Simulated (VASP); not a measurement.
A convergence study with VASP on MoTe₂ (space group no. 194 when undisturbed): one setting is varied, all else stays as given below, so the limit is that of these other settings. One atom is moved off its site, so that forces are finite.

```
MoTe2
1.0
    1.76528    -3.05755     0.00000
    1.76528     3.05755     0.00000
    0.00000     0.00000    14.00188
Te Mo
4 2
Cartesian
  1.76528   1.01919  12.35765
  1.76528  -1.01919   5.30671
  1.76528  -1.01919   1.69423
  1.76528   1.01919   8.69517
  1.76528   1.01919   3.50047
  1.76528  -1.01919  10.50141
```

The numbers are results of LDA (Ceperley-Alder, Perdew-Zunger), VASP's LDA PAW potentials (set 64) (plane waves; VASP 6.6.1), not measurements. The tightest run used: 720 eV cut-off, 8×8×2 Γ-centred mesh, Fermi-Dirac smearing of 0.010 eV, potentials Te Mo_sv.

| setting | E (eV/atom) | pressure (GPa) | largest force (eV/Å) | plane waves |
|---|---|---|---|---|
| ENCUT = 105 | 4.6167 | -444.34 | 1.690 | 388 |
| ENCUT = 120 | -1.4661 | -286.22 | 1.534 | 470 |
| ENCUT = 135 | -4.5910 | -174.83 | 1.360 | 555 |
| ENCUT = 150 | -5.7807 | -104.99 | 1.143 | 664 |
| ENCUT = 165 | -6.3817 | -61.86 | 1.023 | 749 |
| ENCUT = 180 | -6.6525 | -36.55 | 0.960 | 846 |
| ENCUT = 210 | -6.8209 | -13.08 | 0.884 | 1060 |
| ENCUT = 240 | -6.8542 | -6.01 | 0.882 | 1304 |

Task: These are the cheaper rows. Estimate the results at ENCUT = 720, and how far the last row shown lies from them.

Result: 
```
quantity              tightest run  last row shown is off by
--------------------  ------------  ------------------------
E (eV/atom)                -6.8608                    0.0067
pressure (GPa)               -4.27                     -1.74
largest force (eV/Å)         0.897                    -0.015
```

Left out are rungs that failed or repeat a setting and relaxations that didn't move; long series are thinned to 24 rows.

The structure is a typed MoTe2 crystal (space group no. 194). The cell was not relaxed at this level, it is distorted from the ideal structure.
